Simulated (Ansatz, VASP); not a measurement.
# Cross-check of CuAgI2 (alpha-NaFeO2 type (invented)) between VASP and Ansatz, part 2 of 2

One calculation is typed for both programs; each brings its own data sets. How far apart do they land? The cell is generated by rule, not measured, and may not be a known phase. The cell is taken from a series of runs on this material, whose earlier steps may have relaxed, scaled, displaced or heated it; both programs get it as it stands.

VASP 6.6.1 and Ansatz 0.2.0.

So far: Starting point; VASP: relaxation of cell and atoms, PBEsol.

## 3. Ansatz: relaxation of cell and atoms, PBEsol

Level of this step: Ansatz beside VASP: Kohn-Sham DFT, plane waves, PBEsol (Ansatz).

Ansatz runs on its default PAW (the set named soft_2) files.

The same cell, functional, mesh and smearing now go to Ansatz, which takes its cutoff from its data sets.

Input file input.yaml:

```yaml
crystal:
  lattice:
    - [2.0316448646, 1.1729708647, 6.7935394459]
    - [-2.0316448646, 1.1729708647, 6.7935394459]
    - [0.0, -2.3459412639, 6.7935395263]
  atoms:
    - { symbol: Cu, position: [1.0, 0.0, 0.0] }
    - { symbol: Ag, position: [0.5, 0.5, 0.5] }
    - { symbol: I, position: [0.2569593299, 0.2569593299, 0.2569593299] }
    - { symbol: I, position: [0.7430406701, 0.7430406701, 0.7430406701] }
kpoints:
  mp_grid: { grid: [12, 12, 12] }
hamiltonian:
  xc: pbesol
scf:
  occupations: { method: gaussian, width: 0.1 }
output:
  forces: true
  stress: true
  eigenvalues: true
  write_density: true
  write_potential: true
  elf: true
  volumetric_format: npy
relax:
  adjacent_minimum: "off"
  f_tol: 0.005
  max_steps: 80
  cell: { stress_tol: 0.05 }
```

Run with:

```
$ ansatz run input.yaml --threads 2 --pin off --max-ram 5120MiB --backend cpu --events-out ev --progress --plain --runs-dir out
```

Numbers of over 12 decimals in the logs are rounded to 6 here.

What it wrote:

```text
basis.fft_grid_basis auto: the FFT boxes are laid along the combinations [[1, -1, 0], [0, 1, 0], [0, -1, 1]] of the cell's own vectors, 4.063, 7.187 and 4.063 Å long. The dense box has 30×50×30 points. Along the cell's own vectors, as sized, it would have 50×50×50, 2.78 times as many. Of the 12 symmetry operations that the crystal satisfies within crystal.symmetry.tolerance (time reversal apart; of a slab, those that [...]
Engine: ansatz 0.2.0, x86_64-unknown-linux-gnu
Pseudopotentials: kind: paw
Pseudopotential: Cu, paw, valence charge 19, recommended cutoff 420 eV (normal), Cu.paw.azcp
Pseudopotential: Ag, paw, valence charge 19, recommended cutoff 420 eV (normal), Ag.paw.azcp
Pseudopotential: I, paw, valence charge 17, recommended cutoff 420 eV (normal), I.paw.azcp
Functional definition: PBEsol
  exchange = pbesol_x
  correlation = pbesol_c
Crystal: 4 atoms, lattice volume = 97.136 Å³
Basis set: ecut = 420 eV, 1895 PW (Γ), FFT grids on a1−a2, a2, −a2+a3, exchange–correlation on 60×100×60 points (8 copies of the dense FFT grid, shifted against one another)
Bands: 44, of which v1, the nominal top of the filled ones, is band 36 counted from 1 (35 counted from 0)
Symmetry: 12 space group operations
Space group: R-3m (ITA 166), of the structure as read, at distance tolerance 4.6e-5 Å
k-points: 189 of 1728
Non-local potential: Cu, projectors of the file, l = 0: 3, l = 1: 2, l = 2: 3, l = 3: 1
Non-local potential: Ag, projectors of the file, l = 0: 3, l = 1: 2, l = 2: 2, l = 3: 1
Non-local potential: I, projectors of the file, l = 0: 2, l = 1: 2, l = 2: 2, l = 3: 2
PAW form: soft (Blöchl's): semilocal exchange-correlation on the pseudo side does not see the compensation charge
PAW frozen core: Cu, regenerated for the run's functional, and the local potential with it (the file was generated under x = pbe(κ = 0.804, μ = 0.219515), c = pbe(β = 0.066725))
PAW frozen core: Ag, regenerated for the run's functional, and the local potential with it (the file was generated under x = pbe(κ = 0.804, μ = 0.219515), c = pbe(β = 0.066725))
PAW frozen core: I, regenerated for the run's functional, and the local potential with it (the file was generated under x = pbe(κ = 0.804, μ = 0.219515), c = pbe(β = 0.066725))
PAW one-centre angular grid: Cu, 590 points (default); XC on 64 Gauss nodes
PAW one-centre angular grid: Ag, 590 points (default); XC on 64 Gauss nodes
PAW one-centre angular grid: I, 590 points (default); XC on 64 Gauss nodes
Initial density: superposition of atomic densities (neutral atoms: chi_scale 0, normalization atom), corrected by the library's trained network
Initial wavefunctions: pseudopotential atomic-orbital guess
Functional: x = pbesol(κ = 0.804, μ = 0.123457), c = pbesol(β = 0.046)
SCF iter   1: F=—  HF=-28975.683608 eV  |F-HF|=—  |Δ(HF+E_count)|=         —  Δρ=7.66e-3  dr2=4.00e-2  ethr=1.77e-3  ⟨swp⟩=8.4  Hψ=36531  notcnv=0  defer=111
preconditioner: auto → LDOS  [metal: Δε(μ)=0.063 eV  Ē_g=9.448 eV  σ=0.100 eV  W_gap=0.33  n_scr=28 (ndim 8)  ℏωp=22.6 eV  f_vac=0.028  D(μ)=0.80/eV (n_scr^D=2)  β→1.0]
SCF iter   2: F=—  HF=-28975.699082 eV  |F-HF|=—  |Δ(HF+E_count)|=   1.55e-2  Δρ=1.20e-2  dr2=8.33e-2  ethr=5.55e-5  ⟨swp⟩=2.0  Hψ=17683  notcnv=0  defer=461
preconditioner: auto → Resta (q_TF=auto, 2.595 Å⁻¹)  ε∞=6.6  [insulator: Δε(μ)=0.138 eV  Ē_g=9.592 eV  σ=0.100 eV  W_gap=0.62  n_scr=28 (ndim 8)  ℏωp=22.6 eV  f_vac=0.021  D(μ)=0.31/eV (n_scr^D=0)  ε∞_Penn≈6.6  β→0.5]
SCF iter   3: F=—  HF=-28975.671526 eV  |F-HF|=—  |Δ(HF+E_count)|=   2.76e-2  Δρ=1.62e-3  dr2=1.86e-3  ethr=5.55e-5  ⟨swp⟩=2.0  Hψ=15699  notcnv=0  defer=461
SCF iter   4: F=—  HF=-28975.671336 eV  |F-HF|=—  |Δ(HF+E_count)|=   1.90e-4  Δρ=3.35e-4  dr2=9.61e-5  ethr=2.59e-6  ⟨swp⟩=2.0  Hψ=9529  notcnv=0  defer=461
SCF iter   5: F=—  HF=-28975.671355 eV  |F-HF|=—  |Δ(HF+E_count)|=   1.90e-5  Δρ=1.30e-4  dr2=2.33e-5  ethr=1.33e-7  ⟨swp⟩=2.0  Hψ=14225  notcnv=0  defer=461
SCF iter   6: F=—  HF=-28975.671358 eV  |F-HF|=—  |Δ(HF+E_count)|=   3.45e-6  Δρ=6.42e-5  dr2=3.17e-6  ethr=3.24e-8  ⟨swp⟩=2.0  Hψ=10881  notcnv=0  defer=461
SCF iter   7: F=—  HF=-28975.671359 eV  |F-HF|=—  |Δ(HF+E_count)|=   1.26e-6  Δρ=2.53e-5  dr2=4.38e-7  ethr=4.40e-9  ⟨swp⟩=2.4  Hψ=11092  notcnv=0  defer=461
SCF iter   8: F=-28975.671360 eV  HF=-28975.671360 eV  |F-HF|=3.85e-9  |Δ(HF+E_count)|=   1.03e-7  Δρ=6.17e-6  dr2=3.30e-8  ethr=1.39e-10  ⟨swp⟩=15.5  Hψ=62925  notcnv=0
SCF 1 converged in 8 iterations: F = -28975.671360 eV  dr2 = 3.30e-8
  greatest PAW one-centre occupation: 1.001 electrons in one spin orbital (limit 2), on the Ag atom at site 1 (counted from 0), in its partial waves of l = 0
relax step   1: F+E_penalty+E_count = -28975.67135955 eV  Δ(F+E_penalty+E_count) = +0.000e0 eV  max|allowed force component| = 1.596e-3 eV/Å  Δτ_max = 0.0000 Å  P = -0.006 GPa  Ω = 97.136 Å³  (8 SCF iters, dr2 threshold 1.00e-7 eV, accepted)
Initial density: handed on by an earlier stage of this run
Initial wavefunctions: pseudopotential atomic-orbital guess (no wavefunctions were taken with the density)
iter 1 solved again at ethr=2.98e-7 eV; its pass at ethr=3.10e-3 eV (dr2=2.14e-4 eV) is discarded
SCF iter   1: F=—  HF=-28975.671359 eV  |F-HF|=—  |Δ(HF+E_count)|=         —  Δρ=5.76e-6  dr2=2.93e-8  ethr=2.98e-7  ⟨swp⟩=3.0  Hψ=55911  notcnv=0
eigensolver tolerance schedule: the retry pair's looser diagonalisation over-reported the residual by 7309.21 of it (diagonalisation noise at 2.36 of the residual, at the tolerance the schedule requests for it); recorded, not acted on — ethr = c·dr2/N_el stays at c = 1.0e-1
preconditioner: auto → LDOS  [metal: Δε(μ)=0.044 eV  Ē_g=9.499 eV  σ=0.100 eV  W_gap=0.24  n_scr=28 (ndim 8)  ℏωp=22.6 eV  f_vac=0.022  D(μ)=0.54/eV (n_scr^D=2)  β→1.0]
SCF iter   2: F=—  HF=-28975.671360 eV  |F-HF|=—  |Δ(HF+E_count)|=   4.41e-7  Δρ=9.04e-6  dr2=5.12e-8  ethr=4.07e-11  ⟨swp⟩=3.2  Hψ=19795  notcnv=0
SCF iter   3: F=—  HF=-28975.671360 eV  |F-HF|=—  |Δ(HF+E_count)|=   6.21e-9  Δρ=5.12e-6  dr2=1.45e-8  ethr=4.07e-11  ⟨swp⟩=2.0  Hψ=15124  notcnv=0
SCF iter   4: F=—  HF=-28975.671360 eV  |F-HF|=—  |Δ(HF+E_count)|=   4.38e-9  Δρ=1.58e-6  dr2=2.09e-9  ethr=2.01e-11  ⟨swp⟩=2.0  Hψ=14744  notcnv=0
SCF iter   5: F=—  HF=-28975.671360 eV  |F-HF|=—  |Δ(HF+E_count)|=  6.26e-10  Δρ=4.36e-7  dr2=1.09e-10  ethr=2.91e-12  ⟨swp⟩=2.0  Hψ=14268  notcnv=0
SCF iter   6: F=-28975.671360 eV  HF=-28975.671360 eV  |F-HF|=1.46e-11  |Δ(HF+E_count)|=  2.91e-11  Δρ=1.44e-7  dr2=1.24e-11  ethr=1.00e-12  ⟨swp⟩=7.7  Hψ=41720  notcnv=0
SCF 2 converged in 6 iterations: F = -28975.671360 eV  dr2 = 1.24e-11
relax step   2: F+E_penalty+E_count = -28975.67135956 eV  Δ(F+E_penalty+E_count) = -1.184e-8 eV  max|allowed force component| = 1.562e-3 eV/Å  Δτ_max = 0.0000 Å  P = -0.006 GPa  Ω = 97.136 Å³  stress off target by 2.37e-2 GPa  SCF on the basis re-selected at this cell (its energy is not comparable with the rows above)  (6 SCF iters)
basis re-selected at this cell: Δ(F+E_penalty+E_count) = -1.184e-8 eV, ΔP = +0.000 GPa vs the last step (what re-selecting the basis moved, of the pressure what is left beyond the Pulay correction that the steps carried, after the strain that the cell walked since its last selection, with what the two solves' SCF thresholds leave and, on support functions, any second-order correction that the steps lacked; it is no m [...]
SCF converged after 6 iterations
Free energy (F): -28975.671360 eV
Harris-Foulkes:  -28975.671360 eV  (|F-HF|=1.46e-11)
Internal energy: -28975.668660 eV  (E = F + TS)
E sigma→0 (E₀):  -28975.670010 eV
Entropy (-TS):   -0.002699 eV (-0.675 meV/atom)
Fermi energy:    11.135553 eV
--- Per-component energies (eV) ---
  E_band       = -1406.653579
  E_kinetic    = 1208.932899
  E_local      = -11186.526877  (includes V_loc(G=0)·N_el)
  E_nonlocal   = 315.818508
  E_hartree    = 5291.480861
  E_xc         = -523.857838
  E_vxc        = -602.460516  (∫ρ·V_xc dr)
  E_paw        = -14951.146160  (= ΣΔE_a)
  E_vpaw       = -1725.379617  (= ΣTr[D̂ρ^β])
  E_aug_tail   = 0.000601  (compensation charges beyond the density's cutoff)
  E_ewald      = -9131.723879
  E_core_change = 1.353225  (= ΣΔE_core)
  E_smearing   = -0.002699  (= −TS)
  E_closure    = 0.000000  (closes the sum)
  Σ components = -28975.671360   (vs F -28975.671360, Δ=0.00e0)
--- Forces (eV/Å), atoms counted from 1 ---
  atom   1  Cu     0.00000000    -0.00000000    -0.00000000
  atom   2  Ag     0.00000000     0.00000000     0.00000000
  atom   3  I      0.00000000     0.00000000     0.00156172
  atom   4  I     -0.00000000    -0.00000000    -0.00156172
  max |Σ_I F_I| component: 5.78e-19 eV/Å
--- Stress (GPa, compression-positive) ---
       -0.020404       0.000000       0.000000
        0.000000      -0.020404       0.000000
        0.000000       0.000000       0.023677
  P = ⅓ Tr σ = -0.0057 GPa (-0.057 kbar)
--- Band table (eV; the first three rows and the last of 189) ---
  k-point 0: bands = [... 32 lower, 9.3434, 9.4019, 11.0999, 11.0999, 11.9236, 13.9092, 15.7698, 15.7698, ... 4 higher]
  k-point 1: bands = [... 32 lower, 9.4485, 9.5103, 10.7268, 11.0037, 12.4312, 14.2872, 15.2224, 15.9919, ... 4 higher]
  k-point 2: bands = [... 32 lower, 9.6285, 9.6426, 10.1402, 10.7802, 13.4119, 14.1581, 15.5666, 16.5717, ... 4 higher]
  k-point 188: bands = [... 32 lower, 10.0642, 10.0642, 10.6606, 10.6606, 13.9886, 14.1238, 16.1940, 16.8004, ... 4 higher]
--- Relaxed structure (1 steps of the walk, 1 accepted, 1 SCFs on fresh bases) ---
  F+E_penalty+E_count = -28975.67135956 eV   max|allowed force component| = 1.562e-3 eV/Å   (the final SCF, on the basis selected at the relaxed cell)
  cell:  # Å, volume = 97.1365 Å³
    - [2.031645, 1.172971, 6.793539]
    - [-2.031645, 1.172971, 6.793539]
    - [0.0, -2.345941, 6.793540]
  atoms:
    - { symbol: Cu, position: [1.0, -5.551115123125783e-17, 0.0] }
    - { symbol: Ag, position: [0.5, 0.5, 0.5] }
    - { symbol: I, position: [0.2569593299, 0.2569593299, 0.2569593299] }
    - { symbol: I, position: [0.7430406701, 0.7430406701, 0.743041] }
```

## 4. Side by side

Known differences besides the potentials themselves: the data sets hold 72 valence electrons in Ansatz (on its default PAW (the set named soft_2) files) and 36 in VASP; the cutoff is 420 eV in Ansatz and 600 eV in VASP; Ansatz makes its cores anew for this functional, VASP keeps those of its PBE data sets; Ansatz adds a Pulay correction to the stress that steers its cell, VASP none. Total energies have different zeros and are not compared.

Both answers:

```
                                         quantity  Ansatz   VASP  difference
                                      volume (Å³)   97.14  97.21     -0.08 %
edge a after relaxation, in the typed setting (Å)   7.187  7.191     -0.05 %
```

## 5. Results

```json
{"difference in volume (relaxation of cell and atoms, PBEsol)": "-0.077 %"}
```

**Reading.** The difference in volume is -0.077 % (relaxation of cell and atoms, PBEsol), within the 1.2 % picked in this series as the mark of a large difference, as far as the stopping tolerances let one tell. The data sets hold unlike numbers of valence electrons (72 in Ansatz and 36 in VASP), so part of the differences comes from the potentials. How closely two codes agree says nothing of how well the functional describes the real material.

[Lines on the potential files, build, host, timing and source positions are cut from VASP's logs without a mark.]

[Logs are printed without paths, hosts, clocks, repeated set-up lines and the standing remarks that a program may print on its own settings, such as how far it seeks lower states.]

[Hosts, paths, dates, database ids (printed as entryN), source tags and the programs' standing remarks are cut or masked in the printed files.]
